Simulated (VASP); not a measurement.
# MgS: stress against strain

MgS (rock salt, Fm-3m, 17.355 Å³/atom and stress up to 0.03 GPa in the relaxed cell, cube axes along x, y and z) under an equal strain ε along x and y, with z held. PBEsol in VASP (plane waves, PAW), 480 eV, 10×10×10 Γ-centred mesh, Gaussian smearing 0.05 eV; ions are relaxed, or left where forces stay under 0.02 eV/Å, within the symmetry of each cell. Stress is positive for a compressed cell.

Here s stands for strain and y for stress xx.

```
strain (%)  stress xx (GPa)
----------  ---------------
-3.00                     ?
-1.50                  3.20
-1.00                  2.06
-0.50                  0.98
0.00                  -0.03
0.50                  -0.98
1.00                  -1.86
1.50                  -2.69
```

Taking a straight line for y over the 7 complete rows: Means: s 0, y 0.097. About the means, the sum of products is -13.735 and the sum of squares of s is 7.0000; the slope is their ratio. Least squares gives y = 0.097 - 1.9621·s. Residuals (row less fit): 0.160, 0.001, -0.098, -0.127, -0.096, 0.005, 0.156; standard error 0.130 (degrees of freedom: 5). The slope gives the elastic constants C11 + C12 = 196 ± 5 GPa (± standard error of the fit, which holds the terms cut off).

**Question.** Predict the withheld y at s = -3.00 from the fit, and compare with the calculation.

**Answer.** y = 0.097 - 1.9621 × (-3.0) = 5.983 GPa. The calculation gives 7.11 GPa, 1.127 GPa above the prediction (11.5 % of the range of y in the table). The row lies outside the fitted rows, so this is an extrapolation. From the scatter of the fitted rows alone, a prediction at this place has a standard error of 0.203 GPa, so the miss is 5.6 times that.

A polynomial of degree 2 through the 12 other runs of the series gives 7.03 there, so most of the miss is curvature that the fit leaves out. Rows are the converged runs of the series near zero and its far end, less any whose ions stayed unrelaxed beside relaxed ones; series whose fitted rows scatter by over a few per cent of the range, as at a crossing or softening among them, aren't shown in this form. Most that stay on the fit to the last digits aren't either.
